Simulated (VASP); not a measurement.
Output of a VASP run:

File OSZICAR:
```
       N       E                     dE             d eps       ncg     rms          rms(c)
DAV:   1     0.602174156229E+02    0.60217E+02   -0.50513E+03   846   0.976E+02
DAV:   2    -0.751305281892E+01   -0.67730E+02   -0.67263E+02   874   0.239E+02
DAV:   3    -0.911284665937E+01   -0.15998E+01   -0.15557E+01  1319   0.370E+01
DAV:   4    -0.919845854298E+01   -0.85612E-01   -0.85513E-01  1295   0.614E+00
DAV:   5    -0.920104835535E+01   -0.25898E-02   -0.25884E-02  1376   0.588E-01    0.627E-01
DAV:   6    -0.685272663080E+01    0.23483E+01   -0.35566E+00   874   0.161E+01    0.230E+00
DAV:   7    -0.711390643495E+01   -0.26118E+00   -0.14384E-01  1081   0.373E+00    0.258E+00
DAV:   8    -0.703809954484E+01    0.75807E-01   -0.25890E-02   957   0.247E+00    0.207E+00
DAV:   9    -0.698664239066E+01    0.51457E-01   -0.35098E-01  1093   0.614E+00    0.453E-01
DAV:  10    -0.695795981997E+01    0.28683E-01   -0.80399E-02  1288   0.275E+00    0.147E-01
DAV:  11    -0.692135341241E+01    0.36606E-01   -0.42733E-03  1004   0.685E-01    0.201E-01
DAV:  12    -0.657013515941E+01    0.35122E+00   -0.25264E-01   848   0.471E+00    0.377E-01
DAV:  13    -0.703156783099E+01   -0.46143E+00   -0.48664E-01   848   0.674E+00    0.354E-01
DAV:  14    -0.703407277920E+01   -0.25049E-02   -0.11738E-02   934   0.140E+00    0.511E-02
DAV:  15    -0.703513677195E+01   -0.10640E-02   -0.16774E-03   997   0.491E-01    0.569E-02
DAV:  16    -0.703388165022E+01    0.12551E-02   -0.76941E-04   877   0.336E-01    0.320E-02
DAV:  17    -0.703405418757E+01   -0.17254E-03   -0.95678E-05  1332   0.962E-02    0.113E-02
DAV:  18    -0.703397377734E+01    0.80410E-04   -0.29035E-05   902   0.656E-02    0.109E-02
DAV:  19    -0.703390239299E+01    0.71384E-04   -0.14102E-04  1025   0.115E-01    0.315E-03
DAV:  20    -0.703390087438E+01    0.15186E-05   -0.11108E-05  1220   0.342E-02    0.295E-03
DAV:  21    -0.703389679735E+01    0.40770E-05   -0.26152E-06   951   0.161E-02    0.131E-03
DAV:  22    -0.703389503023E+01    0.17671E-05   -0.11327E-06  1003   0.120E-02    0.159E-03
DAV:  23    -0.703389488209E+01    0.14815E-06   -0.32276E-07  1005   0.685E-03    0.104E-03
DAV:  24    -0.703389457785E+01    0.30423E-06   -0.92325E-08   834   0.392E-03    0.367E-04
DAV:  25    -0.703389466167E+01   -0.83810E-07   -0.24883E-08   494   0.191E-03
   1 F= -.70338947E+01 E0= -.70338751E+01  d E =-.585860E-04
```

**OUTCAR**
```
------------------------ aborting loop because EDIFF is reached ----------------------------------------
  FORCE on cell =-STRESS in cart. coord.  units (eV):
  Direction    XX          YY          ZZ          XY          YZ          ZX
  --------------------------------------------------------------------------------------
  Total       -0.0087048     -0.0087048     -0.0087048      0.0000000     -0.0000000      0.0000000
  in kB       -0.3223706     -0.3223706     -0.3223706      0.0000000     -0.0000000      0.0000000
  external PRESSURE =      -0.3223706 kB  Pullay stress =       0.0000000 kB
  volume of cell :       43.26
      direct lattice vectors                 reciprocal lattice vectors
     0.000000000  2.786300122  2.786300122    -0.179449441  0.179449441  0.179449441
     2.786300122  0.000000000  2.786300122     0.179449441 -0.179449441  0.179449441
     2.786300122  2.786300122  0.000000000     0.179449441  0.179449441 -0.179449441
 POSITION                                       TOTAL-FORCE (eV/Angst)
 -----------------------------------------------------------------------------------
      0.00000      0.00000      0.00000        -0.000000     -0.000000     -0.000000
 -----------------------------------------------------------------------------------
    total drift:                               -0.000000     -0.000000     -0.000000
  FREE ENERGIE OF THE ION-ELECTRON SYSTEM (eV)
  ---------------------------------------------------
  free  energy   TOTEN  =        -7.0338946617 eV

  energy  without entropy=       -7.0338360757  energy(sigma->0) =       -7.03387513
```
(Selected blocks of OUTCAR.)

### POSCAR
```
Ca
1
    0.0000000000     2.7863001217     2.7863001217
    2.7863001217     0.0000000000     2.7863001217
    2.7863001217     2.7863001217     0.0000000000
Ca
1
Direct
  0.0000000000   0.0000000000   0.0000000000
```

Task: Reconstruct the remaining input files.

Result: This is not unique; one that fits is the input of the run itself, r2SCAN meta-GGA, plane waves, VASP's PBE PAW potentials (set 64).

**KPOINTS**
```
kpoints
0
gamma
 10 10 10
0 0 0
```

INCAR:
```
SYSTEM = Ca
PREC = Accurate
ENCUT = 480
EDIFF = 1E-7
NELM = 100
ALGO = Normal
LREAL = .FALSE.
LASPH = .TRUE.
ISMEAR = 1
SIGMA = 0.1
METAGGA = R2SCAN
LMIXTAU = .TRUE.
LWAVE = .FALSE.
LCHARG = .FALSE.
ISIF = 2
```

POTCAR, in this order: Ca_sv (PBE.64 set). Program: vasp_std.

The compound is Ca in the fcc structure. It was relaxed first.
